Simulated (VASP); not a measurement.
Consider the following.

```
CELL_PARAMETERS angstrom
      5.14656    -1.79461     0.50414
      5.14656     1.79461     0.50414
      4.22984     0.00000     3.47423
ATOMIC_POSITIONS crystal
  As 0.21169 0.21169 0.21169
  As 0.78831 0.78831 0.78831
```

Calculation: r2SCAN meta-GGA, VASP's PBE PAW potentials (set 64) (plane waves; VASP). Run with 500 eV cut-off, 9×9×9 Γ-centred mesh, Gaussian smearing of 0.050 eV, potentials As.

Estimate the energy per atom (σ→0).

```
Item                            Result
---------------------  ---------------
energy per atom (σ→0)  -14709 meV/atom
```

The absolute energy has meaning only against runs of the same code, potentials and settings.

The compound is As in the a7 structure. It was relaxed first, which changed the volume by +31 %.
